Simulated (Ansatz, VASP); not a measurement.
# Ru (Ruthenium): VASP beside Ansatz, part 2 of 2

Aim: how closely do two programs agree when they are given the same cell, functional and k mesh? The cell is taken from a series of runs on this material, whose earlier steps may have relaxed, scaled, displaced or heated it; both programs get it as it stands.

VASP 6.6.1 and Ansatz 0.2.0.

So far: Set-up; VASP: zone-centre phonons, PBEsol.

**3. Ansatz: zone-centre phonons, PBEsol**

Level of this step: Ansatz beside VASP: Kohn-Sham DFT, plane waves, PBEsol (Ansatz).

Ansatz runs on its PAW soft_1 files.

The same cell, functional, mesh and smearing now go to Ansatz, which takes its cutoff from its data sets.

Input file input.yaml:

```yaml
crystal:
  lattice:
    - [2.7091396988, 0.0, 0.0]
    - [-1.3545698494, 2.3461838016, 0.0]
    - [0.0, 0.0, 4.2748419146]
  atoms:
    - { symbol: Ru, position: [0.3333333333, 0.6666666667, 0.25] }
    - { symbol: Ru, position: [0.6666666667, 0.3333333333, 0.75] }
kpoints:
  mp_grid: { grid: [18, 18, 12] }
hamiltonian:
  xc: pbesol
  pseudopotentials: { kind: paw, azcp: { folder: soft_1 }, xc_functional: pbe }
scf:
  occupations: { method: methfessel_paxton, width: 0.2 }
output:
  eigenvalues: true
phonons:
  method: dfpt
```

Launch:

```
> ansatz run input.yaml --threads 4 --pin off --max-ram 10240MiB --backend cpu --events-out ev --progress --plain --runs-dir out
```

Numbers of over 12 decimals in the logs are rounded to 6 here.

What it wrote:

```text
zone centre: on kpoints.mp_grid the ground state, and the responses unless they are solved on pairs of k-points, stand on 637 of the mesh's 3888 k-points, reduced under 4 symmetry operations, with k and −k counted as one. Each operation leaves every solved displacement unchanged or reverses it
Engine: ansatz 0.2.0, aarch64-unknown-linux-gnu
Pseudopotentials: kind: paw
Pseudopotential: Ru, paw, valence charge 16, recommended cutoff 420 eV (normal), soft_1/Ru.paw.azcp
Functional definition: PBEsol
  exchange = pbesol_x
  correlation = pbesol_c
Crystal: 2 atoms, lattice volume = 27.171 Å³
Basis set: ecut = 420 eV, 537 PW (Γ), exchange–correlation on 40×40×60 points (8 copies of the dense FFT grid, shifted against one another)
Bands: 20, of which v1, the nominal top of the filled ones, is band 16 counted from 1 (15 counted from 0)
Symmetry: 24 space group operations
k-points: 637 of 3888 (irreducible under 4 space group operations, time reversal used)
Non-local potential: Ru, projectors of the file, l = 0: 3, l = 1: 2, l = 2: 2, l = 3: 1
PAW form: soft (Blöchl's): semilocal exchange-correlation on the pseudo side does not see the compensation charge
PAW frozen core: Ru, regenerated for the run's functional, and the local potential with it (the file was generated under x = pbe(κ = 0.804, μ = 0.219515), c = pbe(β = 0.066725))
PAW one-centre angular grid: Ru, 590 points (default); XC on 64 Gauss nodes
Initial density: superposition of atomic densities (chi_scale 0.1, normalization cell)
Initial wavefunctions: pseudopotential atomic-orbital guess
Functional: x = pbesol(κ = 0.804, μ = 0.123457), c = pbesol(β = 0.046)
SCF iter   1: F=—  HF=-11634.581697 eV  |F-HF|=—  |Δ(HF+E_count)|=         —  Δρ=1.31e-1  dr2=4.50e0  ethr=3.10e-3  ⟨swp⟩=5.1  Hψ=111227  notcnv=0  defer=64
automatic band count: the SCF goes on with 24 bands, as 20 were too few: they end inside the smearing window of the response
preconditioner: auto → none  [metal: Δε(μ)=0.030 eV  Ē_g=11.503 eV  σ=0.200 eV  W_gap=0.13  n_scr=8 (ndim 8)  ℏωp=28.5 eV  f_vac=0.000  D(μ)=1.50/eV (n_scr^D=22)  sad-step TF]
SCF iter   2: F=—  HF=-11633.557584 eV  |F-HF|=—  |Δ(HF+E_count)|=    1.02e0  S|Δr|=    0.00e0  Δρ=7.46e-2  dr2=1.45e0  ethr=3.10e-3  ⟨swp⟩=2.8  Hψ=30059  notcnv=0  defer=1721
SCF iter   3: F=—  HF=-11633.083331 eV  |F-HF|=—  |Δ(HF+E_count)|=   4.74e-1  S|Δr|=    0.00e0  Δρ=3.87e-3  dr2=1.71e-3  ethr=3.10e-3  ⟨swp⟩=2.1  Hψ=22519  notcnv=0  defer=1721
SCF iter   4: F=—  HF=-11633.084529 eV  |F-HF|=—  |Δ(HF+E_count)|=   1.20e-3  S|Δr|=    0.00e0  Δρ=3.32e-4  dr2=7.16e-6  ethr=5.34e-6  ⟨swp⟩=2.5  Hψ=29914  notcnv=0  defer=1596
SCF iter   5: F=—  HF=-11633.084540 eV  |F-HF|=—  |Δ(HF+E_count)|=   1.09e-5  S|Δr|=    0.00e0  Δρ=1.42e-4  dr2=3.26e-6  ethr=2.24e-8  ⟨swp⟩=2.0  Hψ=23934  notcnv=0  defer=1596
SCF iter   6: F=—  HF=-11633.084539 eV  |F-HF|=—  |Δ(HF+E_count)|=   1.45e-6  S|Δr|=    0.00e0  Δρ=2.47e-5  dr2=8.48e-8  ethr=1.02e-8  ⟨swp⟩=2.9  Hψ=24264  notcnv=0  defer=1596
SCF iter   7: F=—  HF=-11633.084539 eV  |F-HF|=—  |Δ(HF+E_count)|=   2.94e-8  S|Δr|=    0.00e0  Δρ=3.10e-6  dr2=1.72e-9  ethr=2.65e-10  ⟨swp⟩=2.2  Hψ=21768  notcnv=0  defer=1596
SCF iter   8: F=-11633.084539 eV  HF=-11633.084539 eV  |F-HF|=3.64e-12  |Δ(HF+E_count)|=  5.64e-11  S|Δr|=    0.00e0  Δρ=2.08e-7  dr2=8.45e-12  ethr=1.00e-12  ⟨swp⟩=8.9  Hψ=87239  notcnv=0
SCF 1 converged in 8 iterations: F = -11633.084539 eV  dr2 = 8.45e-12
  greatest PAW one-centre occupation: 1.000 electrons in one spin orbital (limit 2), on the Ru atom at site 1 (counted from 0), in its partial waves of l = 0
DFPT response loops at Γ: preconditioner auto → Kerker (q_TF=auto, 2.804 Å⁻¹) (partly filled bands, converged f_vac=0.000); β = 1.00, the filter's whole step (`scf.mixing.beta` (0.50) is not read by the response loops under this deck's `scf.mixing.preconditioner`; to damp them name `kerker` or `kerker_dos`, under which they read `scf.mixing.beta`, and type it under 1.00, their step now; both keys bind the ground state too); Broyden in place of MSR1
SCF converged after 8 iterations
Stability not checked: this state was not tested for a lower state beside it, because cold or Methfessel-Paxton smearing, or corrected tetrahedra, fill the levels in a way that the test cannot read (fill_not_monotonic; see scf.lower_state_search)
Free energy (F): -11633.084539 eV
Harris-Foulkes:  -11633.084539 eV  (|F-HF|=3.64e-12)
Internal energy: -11633.084925 eV  (E = F + TS)
E sigma→0 (E₀):  -11633.084635 eV
Entropy (-TS):   0.000386 eV (0.193 meV/atom)
Fermi energy:    23.162322 eV
Step filling:    the computed levels leave a gap of 0.0000 eV = 0.0 smearing widths at the electron count; against every level under it full and every level over it empty, smearing changes F+E_penalty+E_count by +0.441 meV and its σ→0 estimate by +0.345 meV
--- Per-component energies (eV) ---
  E_band       = -117.057326
  E_kinetic    = 919.783732
  E_local      = -2541.971432  (includes V_loc(G=0)·N_el)
  E_nonlocal   = 828.380085
  E_hartree    = 839.497998
  E_xc         = -338.330859
  E_vxc        = -429.224491  (∫ρ·V_xc dr)
  E_paw        = -6879.830092  (= ΣΔE_a)
  E_vpaw       = -573.022572  (= ΣTr[D̂ρ^β])
  E_aug_tail   = 0.001189  (compensation charges beyond the density's cutoff)
  E_ewald      = -4461.122140
  E_core_change = 0.506593  (= ΣΔE_core)
  E_smearing   = 0.000386  (= −TS)
  E_closure    = 0.000000  (closes the sum)
  Σ components = -11633.084539   (vs F -11633.084539, Δ=0.00e0)
--- Band table (eV; the first three rows and the last of 637) ---
  k-point 0: bands = [... 12 lower, 20.7564, 21.2433, 21.2433, 21.7460, 21.7460, 24.3523, 24.3523, 24.4185, ... 4 higher]
  k-point 1: bands = [... 12 lower, 20.7163, 21.1953, 21.1953, 21.8604, 21.8604, 24.1504, 24.3586, 24.3586, ... 4 higher]
  k-point 2: bands = [... 12 lower, 20.6051, 21.0650, 21.0650, 22.1477, 22.1477, 23.4621, 24.3617, 24.3617, ... 4 higher]
  k-point 636: bands = [... 12 lower, 20.5017, 20.5017, 21.8203, 21.8203, 24.8103, 24.8103, 28.1851, 28.1851, ... 4 higher]
--- Phonons (Γ-DFPT): 2 representative perturbations + reference, on 637 of 3888 k-points (Σ response iterations 6) ---
  k mesh reduced under 4 symmetry operations, with k and −k counted as one. Each operation leaves every solved displacement unchanged or reverses it
  ASR residual: 2.293e-4 → 0.000e0 eV/Å²; symmetrization residual: 3.721e-13 eV/Å²
  ASR residual per site (eV/Å²): 2.29e-4 2.29e-4
  Γ frequencies (cm⁻¹): 0.00 0.00 0.00 201.53 201.53 257.08
  non-analytic LO–TO correction: not included (Born effective charges unavailable; polar crystals: no LO–TO splitting at Γ)
```

**4. Comparison**

Known differences besides the potentials themselves: the data sets hold 32 valence electrons in Ansatz (on its PAW soft_1 files) and 28 in VASP; the cutoff is 420 eV in Ansatz and 500 eV in VASP; Ansatz makes its cores anew for this functional, VASP keeps those of its PBE data sets. Total energies have different zeros and are not compared.

Both answers:

| quantity | Ansatz | VASP | difference |
| --- | --- | --- | --- |
| optical mode 1 to 2 (cm⁻¹) | 201.5 | 201.5 | +0.02 % |
| optical mode 3 (cm⁻¹) | 257.1 | 257.2 | -0.04 % |

Modes are paired by rising frequency, not by their patterns, so a pair may set unlike modes beside each other; they are those without the splitting of longitudinal modes.

**5. Results**

```
r.m.s. difference of the optical zone-centre modes, each program's sorted by frequency (zone-centre phonons, PBEsol) : 0.074 cm⁻¹
```

In words: The r.m.s. difference of the optical zone-centre modes, each program's sorted by frequency is 0.074 cm⁻¹ (zone-centre phonons, PBEsol). The data sets hold unlike numbers of valence electrons (32 in Ansatz and 28 in VASP), so part of the differences comes from the potentials. How closely two codes agree says nothing of how well the functional describes the real material.

[Lines on the potential files, build, host, timing and source positions are cut from VASP's logs without a mark.]

[Logs are printed without paths, hosts, clocks, repeated set-up lines and the standing remarks that a program may print on its own settings, such as how far it seeks lower states.]

[Hosts, paths, dates, database ids (printed as entryN), source tags and the programs' standing remarks are cut or masked in the printed files.]
